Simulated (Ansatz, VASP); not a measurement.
**GaN (GaN (P6_3mc)) in two plane-wave programs**

One calculation is typed for both programs; each brings its own data sets. How far apart do they land? The cell is taken from a series of runs on this material, whose earlier steps may have relaxed, scaled, displaced or heated it; both programs get it as it stands.

Program: Ansatz 0.2.0. Level of theory: plane waves, with VASP 6.6.1 beside it; single point at HSE06. Results are calculated unless marked as measured.

### Step 1. The structure

The structure is hexagonal, space group P6_3mc (No. 186). Conventional cell: a = 3.183 Å, b = 3.183 Å, c = 5.184 Å, α = 90.00°, β = 90.00°, γ = 120.00°. Nearest to Ga lie 4 N at 1.95 Å. Nearest to N lie 4 Ga at 1.95 Å. Farther neighbours and most contacts between anions are not listed.

Structure file:

```xyz
36
Lattice="9.5493 0.0000 0.0000 -4.7746 8.2699 0.0000 0.0000 0.0000 5.1836" Properties=species:S:1:pos:R:3 pbc="T T T"
Ga    1.5915    0.9189    2.5872
Ga    0.0000    1.8377    5.1790
Ga    0.0000    3.6755    2.5872
Ga   -1.5916    4.5944    5.1790
Ga   -1.5916    6.4322    2.5872
Ga   -3.1831    7.3510    5.1790
Ga    4.7747    0.9189    2.5872
Ga    3.1831    1.8377    5.1790
Ga    3.1832    3.6755    2.5872
Ga    1.5915    4.5944    5.1790
Ga    1.5916    6.4322    2.5872
Ga    0.0000    7.3510    5.1790
Ga    7.9577    0.9189    2.5872
Ga    6.3662    1.8377    5.1790
Ga    6.3662    3.6755    2.5872
Ga    4.7746    4.5944    5.1790
Ga    4.7746    6.4322    2.5872
Ga    3.1831    7.3510    5.1790
N     1.5915    0.9189    4.5402
N     0.0000    1.8377    1.9485
N     0.0000    3.6755    4.5402
N    -1.5916    4.5944    1.9485
N    -1.5916    6.4322    4.5402
N    -3.1831    7.3510    1.9485
N     4.7747    0.9189    4.5402
N     3.1831    1.8377    1.9485
N     3.1832    3.6755    4.5402
N     1.5915    4.5944    1.9485
N     1.5916    6.4322    4.5402
N     0.0000    7.3510    1.9485
N     7.9577    0.9189    4.5402
N     6.3662    1.8377    1.9485
N     6.3662    3.6755    4.5402
N     4.7746    4.5944    1.9485
N     4.7746    6.4322    4.5402
N     3.1831    7.3510    1.9485
```

### Step 2. VASP: single point, HSE06

A single point gives forces, pressure and levels at one fixed geometry, so differences don't come from the geometry; what else differs is listed under the comparison.

Lines of VASP's logs that name or quote its potential files are left out, and so is its time.

The run reads the wave functions of an earlier VASP run, which isn't shown here.

INCAR reads:

```
SYSTEM = GaN
PREC = Accurate
ENCUT = 520
EDIFF = 1E-06
NELM = 100
ISMEAR = 0
SIGMA = 0.01
LREAL = Auto
ALGO = Normal
LHFCALC = .TRUE.
AEXX = 0.25
GGA = PE
HFSCREEN = 0.208
LASPH = .TRUE.
NBANDS = 187
PRECFOCK = Fast
LORBIT = 11
LWAVE = .FALSE.
LCHARG = .FALSE.
ISIF = 2
```

POSCAR reads:

```
GaN
1.0
    9.5492592239     -0.0000000087      0.0000000000
   -4.7746296045      8.2699010796      0.0000000000
    0.0000000000      0.0000000000      5.1835805600
Ga N
18 18
Direct
    0.2222200000      0.1111100000      0.4991100000
    0.1111100000      0.2222200000      0.9991100000
    0.2222200000      0.4444400000      0.4991100000
    0.1111100000      0.5555600000      0.9991100000
    0.2222200000      0.7777800000      0.4991100000
    0.1111100000      0.8888900000      0.9991100000
    0.5555600000      0.1111100000      0.4991100000
    0.4444400000      0.2222200000      0.9991100000
    0.5555600000      0.4444400000      0.4991100000
    0.4444400000      0.5555600000      0.9991100000
    0.5555600000      0.7777800000      0.4991100000
    0.4444400000      0.8888900000      0.9991100000
    0.8888900000      0.1111100000      0.4991100000
    0.7777800000      0.2222200000      0.9991100000
    0.8888900000      0.4444400000      0.4991100000
    0.7777800000      0.5555600000      0.9991100000
    0.8888900000      0.7777800000      0.4991100000
    0.7777800000      0.8888900000      0.9991100000
    0.2222200000      0.1111100000      0.8758900000
    0.1111100000      0.2222200000      0.3758900000
    0.2222200000      0.4444400000      0.8758900000
    0.1111100000      0.5555600000      0.3758900000
    0.2222200000      0.7777800000      0.8758900000
    0.1111100000      0.8888900000      0.3758900000
    0.5555600000      0.1111100000      0.8758900000
    0.4444400000      0.2222200000      0.3758900000
    0.5555600000      0.4444400000      0.8758900000
    0.4444400000      0.5555600000      0.3758900000
    0.5555600000      0.7777800000      0.8758900000
    0.4444400000      0.8888900000      0.3758900000
    0.8888900000      0.1111100000      0.8758900000
    0.7777800000      0.2222200000      0.3758900000
    0.8888900000      0.4444400000      0.8758900000
    0.7777800000      0.5555600000      0.3758900000
    0.8888900000      0.7777800000      0.8758900000
    0.7777800000      0.8888900000      0.3758900000
```

KPOINTS reads:

```
Automatic mesh
0
Gamma
1 1 1
0 0 0
```

The projector-augmented-wave data sets are Ga_d and N (PBE family, release 64).

Started as:

```console
$ export OMP_NUM_THREADS=3
$ mpirun -np 1 vasp_gam
```

Numbers of over 12 decimals in the logs are rounded to 6 here.

Output:

```text
[banner, memory and clock lines left out]
running    1 mpi-ranks, on    1 nodes
[...]
Offloading initialized ...    1 GPUs detected
[...]
LDA part: xc-table for (Slater+PW92), standard interpolation
 found WAVECAR, reading the header
 POSCAR, INCAR and KPOINTS ok, starting setup
[...]
reading WAVECAR
 the WAVECAR file was read successfully
 initial charge from wavefunction
 entering main loop
       N       E                     dE             d eps       ncg     rms          rms(c)
DAV:   1    -0.268177704225E+03   -0.26818E+03   -0.11069E+01   492   0.341E+01    0.221E+00
DAV:   2    -0.268231753987E+03   -0.54050E-01   -0.23002E+00   460   0.965E+00    0.149E+00
DAV:   3    -0.268251272496E+03   -0.19519E-01   -0.49733E-01   508   0.295E+00    0.113E+00
DAV:   4    -0.268252952085E+03   -0.16796E-02   -0.74826E-02   492   0.104E+00    0.622E-01
[...]
DAV:  11    -0.268248929719E+03    0.50623E-05   -0.14534E-05   396   0.312E-02    0.128E-02
DAV:  12    -0.268248927760E+03    0.19590E-05   -0.64785E-06   340   0.258E-02    0.823E-03
DAV:  13    -0.268248926920E+03    0.84007E-06   -0.29632E-06   244   0.165E-02
   1 F= -.26824893E+03 E0= -.26824893E+03  d E =-.155332E-12
```

From OUTCAR (step 2):

```text
  Total       10.1226820      9.9943866    -33.0930425     -0.1111070      0.0000000      0.0000000
  in kB       39.6192569     39.1171206   -129.5231593     -0.4348628      0.0000000      0.0000000
  external PRESSURE =     -16.9289273 kB  Pullay stress =       0.0000000 kB

 POSITION                                       TOTAL-FORCE (eV/Angst)
 -----------------------------------------------------------------------------------
      1.59153      0.91887      2.58718         0.000244      0.000066     -0.251548
      0.00000      1.83774      5.17897        -0.000065      0.000244     -0.251548
      0.00000      3.67547      2.58718        -0.000391      0.000863     -0.251768
     -1.59158      4.59443      5.17897         0.000616     -0.000745     -0.251716
     -1.59158      6.43216      2.58718         0.000226     -0.000130     -0.251635
     -3.18310      7.35103      5.17897         0.000036     -0.000021     -0.251535
      4.77468      0.91887      2.58718        -0.000954      0.000161     -0.251716
      3.18305      1.83774      5.17897         0.000943      0.000093     -0.251768
      3.18315      3.67547      2.58718        -0.001525      0.000881     -0.251920
      1.59148      4.59443      5.17897         0.001525     -0.000881     -0.251920
      1.59158      6.43216      2.58718        -0.000943     -0.000093     -0.251768
     -0.00005      7.35103      5.17897         0.000954     -0.000161     -0.251716
      7.95773      0.91887      2.58718        -0.000036      0.000021     -0.251535
      6.36620      1.83774      5.17897        -0.000226      0.000130     -0.251635
[...]
-----------------------------------------------------------------------------------
    total drift:                               -0.000883      0.000283      0.065643

  FREE ENERGIE OF THE ION-ELECTRON SYSTEM (eV)
  ---------------------------------------------------
  free  energy   TOTEN  =      -268.2489269199 eV

  energy  without entropy=     -268.2489269199  energy(sigma->0) =     -268.24892692

[... 3 further parts left out ...]
[key lines of the parts left out:]
E-fermi :   4.5545
```

The run ends at a pressure of -1.69 GPa, with forces up to 0.25 eV/Å.

### Step 3. Ansatz: single point, HSE06

Ansatz runs on its default PAW (the set named soft_2) files.

The same cell, functional and mesh now go to Ansatz.

input.yaml reads:

```yaml
crystal:
  checkpoint: "../host.hyb.run"
basis:
  ecutwfc: 420.0
  ecutrho_ratio: 4
  xc_grid: 2
  fft_grid_basis: typed
  precision: f64
kpoints:
  mp_grid: { grid: [1, 1, 1] }
hamiltonian:
  xc: hse06
  pseudopotentials: { kind: paw }
scf:
  max_iter: 100
  occupations: { method: fixed }
output:
  eigenvalues: true
checkpoint:
  write: "../edges.hyb.run"
  compress: false
  write_wavefunctions: false
  write_every: 100000
```

Started as:

```console
$ ansatz run input.yaml --threads 32 --pin off --max-ram 84787MiB --backend cuda --events-out ev --progress --plain --runs-dir out --max-vram 78GiB
```

Output:

```text
Warning: the atoms were moved onto the symmetric positions of the space group found under crystal.symmetry.tolerance 1.0e-5 (fractional; no operation is sought that the atoms, as they stand in a round, miss by more than twice it, and no atom is moved by as much as it), and the run uses the moved positions. Before a round's move an operation carried an atom to 3.18e-6 Å from where it should land, the largest such dist
crystal.checkpoint: the structure is that of <dir>, a `scf` run: its result, under hse06 at a charge of 0 e; 36 atoms read, 0 with a starting moment; no density is read with it (checkpoint.read); crystal.structure_sha256 for this input is
exact exchange: scf.exx.singularity resolves to wigner_seitz, which cuts the screened interaction at the faces of the exchange supercell's Wigner-Seitz cell, so that each pair interacts once, at the shortest of its separations (the periodic images that this leaves out come, for a point-like exchange hole, to about 0.196 eV on a filled level). The cut falls within the interaction's reach, and what an exchange supercel
Engine: ansatz 0.2.0, aarch64-unknown-linux-gnu
Pseudopotentials: kind: paw
Pseudopotential: Ga, paw, valence charge 13, recommended cutoff 420 eV (normal), Ga.paw.azcp
Pseudopotential: N, paw, valence charge 5, recommended cutoff 420 eV (normal), N.paw.azcp
Functional definition: HSE06
  parameter a = 0.25
  parameter omega = 0.11/bohr
  exchange = pbe_x - a*pbe_x_sr(omega) + a*exact_x_sr(omega)
  correlation = pbe_c
davidson cushion auto → on  (no smearing: the cushion is to keep the highest requested band from converging to the state above it; pin scf.eigensolver.cushion to override)
device memory: the entry about to start is reckoned to put 2.6 GiB on a device that reports 173.3 GiB free (of which the cap on the GPU budget leaves the run 78.0 GiB)
GPU FFT provider: cuFFT
GPU libraries: cuBLAS 13.8.1, cuFFT 12.4.0, cuSOLVER 12.3.2
Crystal: 36 atoms, lattice volume = 409.355 Å³
Basis set: ecut = 420 eV, 7961 PW (Γ), exchange–correlation on 128×128×72 points (8 copies of the dense FFT grid, shifted against one another)
Bands: 198, of which v1, the nominal top of the filled ones, is band 162 counted from 1 (161 counted from 0)
Symmetry: 108 space group operations
Space group: P63mc (ITA 186), of the structure as read, at distance tolerance 7.4e-5 Å
k-points: 1
Non-local potential: Ga, projectors of the file, l = 0: 2, l = 1: 2, l = 2: 3, l = 3: 1
Non-local potential: N, projectors of the file, l = 0: 2, l = 1: 2, l = 2: 1
PAW form: soft (Blöchl's): semilocal exchange-correlation on the pseudo side does not see the compensation charge
PAW frozen core: Ga, regenerated for the run's functional, and the local potential with it (the file was generated under x = pbe(κ = 0.804, μ = 0.219515), c = pbe(β = 0.066725))
PAW frozen core: N, regenerated for the run's functional, and the local potential with it (the file was generated under x = pbe(κ = 0.804, μ = 0.219515), c = pbe(β = 0.066725))
PAW one-centre angular grid: Ga, 590 points (default); XC on 64 Gauss nodes
PAW one-centre angular grid: N, 110 points (default); XC on 64 Gauss nodes
Initial density: superposition of atomic densities (neutral atoms: chi_scale 0, normalization atom), corrected by the library's trained network
Initial wavefunctions: pseudopotential atomic-orbital guess
GPU buffer pool allocated for 147456 grid points (all kernels)
GPU transforms: local potential and band sums: pruned to the plane-wave sphere, on 64×64×36
Functional: x = pbe(κ = 0.804, μ = 0.219515), c = pbe(β = 0.066725), warm-up for x = pbe(κ = 0.804, μ = 0.219515) + 0.25 (exact − pbe) at short range (hse, ω = 0.207870 Å⁻¹), c = pbe(β = 0.066725); HSE06 as pw.x's `hse` composes it (authors' and Libxc's form: `xc: wpbeh`)
SCF iter   1: F=—  HF=-75022.865052 eV  |Δ(HF+E_count)|=         —  Δρ=4.54e-3  dr2=6.45e-2  Hψ=911
preconditioner: auto → none  [insulator: Δε(μ)=1.928 eV  Ē_g=16.628 eV  n_scr=124 (ndim 8)  ℏωp=33.0 eV  f_vac=0.008]
SCF iter   2: F=—  HF=-75022.874774 eV  |Δ(HF+E_count)|=   9.72e-3  Δρ=2.47e-3  dr2=1.70e-2  Hψ=597
SCF iter   3: F=—  HF=-75022.877670 eV  |Δ(HF+E_count)|=   2.90e-3  Δρ=9.90e-4  dr2=3.81e-3  Hψ=513
iter 4 solved again at ethr=1.73e-8 eV; its pass at ethr=1.18e-6 eV (dr2=5.62e-5 eV) is discarded
SCF iter   4: F=-75022.878458 eV  HF=-75022.878514 eV  |Δ(HF+E_count)|=   8.44e-4  Δρ=1.83e-4  dr2=7.24e-5  Hψ=1135
eigensolver tolerance schedule calibrated: the retry pair's looser diagonalisation under-reported the residual by θ = 0.22 (0.12/decade); ethr = c·dr2/N_el runs at the constant in force after the calibration composes with the one it found (an armed cap, an earlier calibration), c = 6.7e-2
SCF 1 stopped early in 4 iterations: F = -75022.878458 eV  dr2 = 7.24e-5
  greatest PAW one-centre occupation: 0.995 electrons in one spin orbital (limit 2), on the Ga atom at site 32 (counted from 0), in its partial waves of l = 2
device memory: the entry about to start is reckoned to put 3.4 GiB (of the 3.5 GiB reckoned in all, the device holds 0.1 GiB already) on a device that reports 173.2 GiB free (of which the cap on the GPU budget leaves the run 77.9 GiB)
GPU FFT provider: cuFFT
GPU libraries: cuBLAS 13.8.1, cuFFT 12.4.0, cuSOLVER 12.3.2
Initial density: handed on by an earlier stage of this run
Initial wavefunctions: those handed on with the density
GPU buffer pool allocated for 147456 grid points (all kernels)
GPU transforms: local potential and band sums: pruned to the plane-wave sphere, on 64×64×36
Functional: x = pbe(κ = 0.804, μ = 0.219515) + 0.25 (exact − pbe) at short range (hse, ω = 0.207870 Å⁻¹), c = pbe(β = 0.066725); HSE06 as pw.x's `hse` composes it (authors' and Libxc's form: `xc: wpbeh`)
Exchange kernel: α = 0.2500, screened, ω = 0.2079 Å⁻¹, Wigner–Seitz truncation, v(0) = 697.4302 eV·Å³, q-mesh 1×1×1, nearest image of the exchange supercell L = 5.18 Å, pair-density grid 54×54×30, without the augmentation charges, whose exchange is taken in its separable form (sized by the pseudopotential files, 60×60×36 at the most), smooth part of the exact exchange by density-matrix convolution of real orbitals (p
Frozen-core exchange: fock
SCF iter   1: F=—  HF=-75032.625774 eV  |Δ(HF+E_count)|=         —  Δρ=1.75e-2  dr2=4.93e-1  Hψ=1146
preconditioner: auto → none  [insulator: Δε(μ)=3.288 eV  Ē_g=19.793 eV  n_scr=124 (ndim 8)  ℏωp=33.0 eV  f_vac=0.015]
SCF iter   2: F=—  HF=-75032.373266 eV  |Δ(HF+E_count)|=   2.53e-1  Δρ=4.13e-3  dr2=5.09e-2  Hψ=935
SCF iter   3: F=—  HF=-75032.501379 eV  |Δ(HF+E_count)|=   1.28e-1  Δρ=4.26e-3  dr2=2.71e-2  Hψ=845
SCF iter   4: F=—  HF=-75032.497323 eV  |Δ(HF+E_count)|=   4.06e-3  Δρ=1.53e-3  dr2=4.73e-3  Hψ=769
SCF iter   5: F=—  HF=-75032.497316 eV  |Δ(HF+E_count)|=   7.13e-6  Δρ=4.17e-4  dr2=7.87e-4  Hψ=579
SCF iter   6: F=—  HF=-75032.499721 eV  |Δ(HF+E_count)|=   2.41e-3  Δρ=2.66e-4  dr2=1.18e-4  Hψ=739
SCF iter   7: F=-75032.499628 eV  HF=-75032.499628 eV  |Δ(HF+E_count)|=   9.33e-5  Δρ=2.84e-5  dr2=5.99e-6  Hψ=667
SCF 2 stopped early in 7 iterations: F = -75032.499628 eV  dr2 = 5.99e-6
  greatest PAW one-centre occupation: 0.996 electrons in one spin orbital (limit 2), on the Ga atom at site 33 (counted from 0), in its partial waves of l = 2
hybrid outer 1: dexx = +1.515e-1 eV, tail = 3.09e-4 eV
GPU FFT provider: cuFFT
GPU libraries: cuBLAS 13.8.1, cuFFT 12.4.0, cuSOLVER 12.3.2
GPU buffer pool allocated for 147456 grid points (all kernels)
GPU transforms: local potential and band sums: pruned to the plane-wave sphere, on 64×64×36
Exchange kernel: α = 0.2500, screened, ω = 0.2079 Å⁻¹, Wigner–Seitz truncation, v(0) = 697.4302 eV·Å³, q-mesh 1×1×1, nearest image of the exchange supercell L = 5.18 Å, pair-density grid 54×54×30, without the augmentation charges, whose exchange is taken in its separable form (sized by the pseudopotential files, 60×60×36 at the most), smooth part of the exact exchange by density-matrix convolution of real orbitals (p
Frozen-core exchange: fock
SCF iter   1: F=—  HF=-75032.495547 eV  |Δ(HF+E_count)|=         —  Δρ=1.31e-4  dr2=7.26e-5  Hψ=509
preconditioner: auto → none  [insulator: Δε(μ)=3.317 eV  Ē_g=19.614 eV  n_scr=124 (ndim 8)  ℏωp=33.0 eV  f_vac=0.017]
iter 2 solved again at ethr=7.94e-11 eV; its pass at ethr=2.19e-8 eV (dr2=2.57e-7 eV) is discarded
SCF iter   2: F=—  HF=-75032.495530 eV  |Δ(HF+E_count)|=   1.71e-5  Δρ=1.17e-5  dr2=1.40e-6  Hψ=1218
SCF iter   3: F=—  HF=-75032.495540 eV  |Δ(HF+E_count)|=   1.05e-5  Δρ=1.91e-5  dr2=1.42e-6  Hψ=779
SCF iter   4: F=-75032.495540 eV  HF=-75032.495540 eV  |Δ(HF+E_count)|=   3.85e-7  Δρ=1.69e-6  dr2=2.68e-8  Hψ=585
SCF 3 converged in 4 iterations: F = -75032.495540 eV  dr2 = 2.68e-8
  greatest PAW one-centre occupation: 0.996 electrons in one spin orbital (limit 2), on the Ga atom at site 32 (counted from 0), in its partial waves of l = 2
hybrid outer 2: dexx = +9.169e-6 eV, tail = 2.61e-7 eV, Δε = 3.79e-3 eV (about 1.19e-4 eV left of the loop's levels)
the search or the solves at the SCF's close seem to have found levels that the self-consistency loop had missed (the run counts 1). By its estimate they hold under 1e-12 electrons; where the run keeps them, the occupations were computed again with them
hybrid SCF converged: 2 outer / 11 inner (+4 warm-up), last move |dexx| = 9.17e-6 eV, tail = 2.61e-7 eV
Stability not checked: this state was not tested for a lower state beside it, because the functional holds exact exchange (a hybrid, or Hartree-Fock), whose exchange loop this test does not read (fock_operator; see scf.lower_state_search)
Free energy (F): -75032.495538 eV
Frozen-core exchange: fock
Harris-Foulkes:  -75032.495538 eV  (|F-HF|=1.57e-8)
Internal energy: -75032.495538 eV  (E = F + TS)
E sigma→0 (E₀):  -75032.495538 eV
Fermi energy:    8.915992 eV
--- Per-component energies (eV) ---
  E_band       = -810.369210
  E_kinetic    = 4447.003493
  E_local      = -35140.093884  (includes V_loc(G=0)·N_el)
  E_nonlocal   = 8544.186039
  E_hartree    = 16244.248070
  E_xc         = -1864.983307
  E_vxc        = -1929.641124  (∫ρ·V_xc dr)
  E_exx        = -1117.205433  (= α·E_x^exact, valence–valence)
  E_paw        = -37543.624455  (= ΣΔE_a)
  E_vpaw       = -6985.896369  (= ΣTr[D̂ρ^β])
  E_aug_tail   = 0.001072  (compensation charges beyond the density's cutoff)
  E_ewald      = -28603.648921
  E_core_change = 1.621789  (= ΣΔE_core)
  E_smearing   = -0.000000  (= −TS)
  E_closure    = -0.000000  (closes the sum)
  Σ components = -75032.495538   (vs F -75032.495538, Δ=1.46e-11)
--- Band table (eV) ---
  k-point 0: bands = ["-8.5725", "-8.0654", "-8.0654", "-8.0654", "-8.0654", "-8.0654", "-8.0654", "-7.9949", "-7.9298", "-7.9298", "-7.9298", "-7.9298", "-7.9263", "-7.9263", "-7.9263", "-7.9263", "-
```

The column dr2 measures how far the density is from self-consistency, as an energy; F and HF (Harris–Foulkes) agree once it is small.

### Step 4. Side by side

Known differences besides the potentials themselves: exact exchange at q = 0 is treated differently, which shows on coarse meshes; VASP keeps PBE cores, Ansatz makes them for the functional; fixed occupations in Ansatz, narrow Gaussian smearing in VASP; the cutoff is 420 eV in Ansatz and 520 eV in VASP (PREC = Accurate, projectors in real space); VASP takes a coarser grid for exact exchange (PRECFOCK = Fast). Total energies have different zeros and are not compared.

Compared:

| quantity | Ansatz | VASP | difference |
| --- | --- | --- | --- |
| gap on the k mesh (eV) | 3.318 | 3.353 | -0.035 |

A gap on the mesh is an upper bound, since the band edges may lie between its points.

### Step 5. What came out

| Item | Value |
| --- | --- |
| difference in gap on the k mesh (single point, HSE06) | -0.035 eV |

**Reading.** The difference in gap on the k mesh is -0.035 eV (single point, HSE06), within the 0.08 eV picked in this series as the mark of a large difference. Such differences can come from data sets, numerical settings and the points named under the comparisons, not from the functional's error against experiment.

[Lines on the potential files, build, host, timing and source positions are cut from VASP's logs without a mark.]

[Logs are printed without paths, hosts, clocks, repeated set-up lines and the standing remarks that a program may print on its own settings, such as how far it seeks lower states.]

[Hosts, paths, dates, database ids (printed as entryN), source tags and the programs' standing remarks are cut or masked in the printed files.]
